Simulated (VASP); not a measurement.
Output of a VASP run:

### OSZICAR
```
       N       E                     dE             d eps       ncg     rms          rms(c)
DAV:   1     0.566843368776E+02    0.56684E+02   -0.29737E+03   464   0.754E+02
DAV:   2     0.412388573788E+01   -0.52560E+02   -0.52100E+02   640   0.121E+02
DAV:   3    -0.779095117334E+00   -0.49030E+01   -0.49023E+01   464   0.459E+01
DAV:   4    -0.843115987477E+00   -0.64021E-01   -0.64016E-01   864   0.663E+00
DAV:   5    -0.843198881191E+00   -0.82894E-04   -0.82894E-04   600   0.135E-01    0.128E-01
DAV:   6    -0.843711271242E+00   -0.51239E-03   -0.14128E-03   800   0.220E-01    0.883E-02
DAV:   7    -0.844659974826E+00   -0.94870E-03   -0.35952E-03   592   0.365E-01    0.362E-02
DAV:   8    -0.844757264460E+00   -0.97290E-04   -0.13387E-04   640   0.911E-02    0.416E-03
DAV:   9    -0.844758856992E+00   -0.15925E-05   -0.29970E-06   856   0.105E-02    0.273E-03
DAV:  10    -0.844758174963E+00    0.68203E-06   -0.80977E-07   608   0.524E-03
   1 F= -.84475817E+00 E0= -.84379542E+00  d E =-.844758E+00
```

OUTCAR:
```
------------------------ aborting loop because EDIFF is reached ----------------------------------------
  FORCE on cell =-STRESS in cart. coord.  units (eV):
  Direction    XX          YY          ZZ          XY          YZ          ZX
  --------------------------------------------------------------------------------------
  Total        0.0073556      0.0073556      0.0073556      0.0000000      0.0000000      0.0000000
  in kB        0.1013503      0.1013503      0.1013503      0.0000000      0.0000000      0.0000000
  external PRESSURE =       0.1013503 kB  Pullay stress =       0.0000000 kB
  volume of cell :      116.28
      direct lattice vectors                 reciprocal lattice vectors
    -3.074787678  3.074787678  3.074787678     0.000000000  0.162612854  0.162612854
     3.074787678 -3.074787678  3.074787678     0.162612854  0.000000000  0.162612854
     3.074787678  3.074787678 -3.074787678     0.162612854  0.162612854  0.000000000
 POSITION                                       TOTAL-FORCE (eV/Angst)
 -----------------------------------------------------------------------------------
      0.00000      0.00000      0.00000         0.000000      0.000000      0.000000
 -----------------------------------------------------------------------------------
    total drift:                               -0.000000      0.000000     -0.000000
  FREE ENERGIE OF THE ION-ELECTRON SYSTEM (eV)
  ---------------------------------------------------
  free  energy   TOTEN  =        -0.8447581750 eV

  energy  without entropy=       -0.8418699107  energy(sigma->0) =       -0.84379542

 reached required accuracy - stopping structural energy minimisation
```
(Selected blocks of OUTCAR.)

**POSCAR**
```
Cs
1
   -3.0747876784     3.0747876784     3.0747876784
    3.0747876784    -3.0747876784     3.0747876784
    3.0747876784     3.0747876784    -3.0747876784
Cs
1
Direct
  0.0000000000   0.0000000000   0.0000000000
```

Question: Write an INCAR and KPOINTS that could have produced this output.

Answer: Several could match; the one computed here: the input of the run itself, PBE GGA, plane waves, VASP's PBE PAW potentials (set 64).

KPOINTS:
```
Automatic mesh
0
Gamma
8 8 8
0 0 0
```

INCAR:
```
SYSTEM = Cs
LREAL = .FALSE.
SIGMA = 0.1   # width (eV)
NELM = 100
LWAVE = .FALSE.
EDIFFG = -0.01   # ionic stop
NSW = 60   # most ionic steps
EDIFF = 1E-6   # SCF stop (eV)
LCHARG = .FALSE.
ISMEAR = 1   # Methfessel-Paxton
PREC = Accurate
LASPH = .TRUE.
LMAXMIX = 4   # l cut-off of mixed one-centre charges
GGA = PE   # PBE
ENCUT = 480   # plane-wave cut-off (eV)
IBRION = 2   # conjugate gradients
ALGO = Normal   # blocked Davidson
ISIF = 3   # ions, shape and volume
```

POTCAR, in this order: Cs_sv (PBE.64 set). Program: vasp_std.

The compound is Cs in the bcc structure. It was relaxed first. The start is the result of an earlier pass.
